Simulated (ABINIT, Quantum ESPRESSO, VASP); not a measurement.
**One structure in several programs: GaP (F-43m, 2 atoms in the cell)**

Self-consistent single point.

```
CELL_PARAMETERS angstrom
     -2.72500     0.00000     2.72500
      0.00000     2.72500     2.72500
     -2.72500     2.72500     0.00000
ATOMIC_POSITIONS crystal
  Ga 0.00000 0.00000 0.00000
  P  0.25000 0.25000 0.25000
```

Shared settings, as Quantum ESPRESSO writes them: occupations = smearing; smearing = fermi-dirac; degauss = 0.000734986 Ry; noncolin = true; lspinorb = true; K_POINTS = automatic 5 5 5 0 0 0. Potentials and cutoffs stand in the table.

```csv
code,model,pressure (GPa),gap on the mesh (eV),cutoff
Quantum ESPRESSO,"PBE, spin-orbit coupling, PseudoDojo fully relativistic norm-conserving (PBE) pseudopotentials",2.74,1.569,80 Ry
ABINIT,"PBE, spin-orbit coupling, norm-conserving pseudopotentials (PseudoDojo nc-fr-04 PBE standard)",2.75,1.569,40 Ha
VASP,"PBE, spin-orbit coupling, VASP's PBE PAW potentials (set 64)",–,1.569,300 eV
```

A dash marks a value that a program does not give, or that is left out as unsure.

Gaps are read on the mesh.

The spread over the programs that give each value: pressure within 0.01 GPa; gap on the mesh within 0.000 eV.

VASP's run is marked for a possible Pulay error in its stress at this cutoff; no cutoff test was made.

The starting cell has typed, rounded lattice constants, without a prior relaxation at this level.

Left out of this page: Ansatz, Elk, FLEUR and SIESTA (not drawn, or without a comparable value).
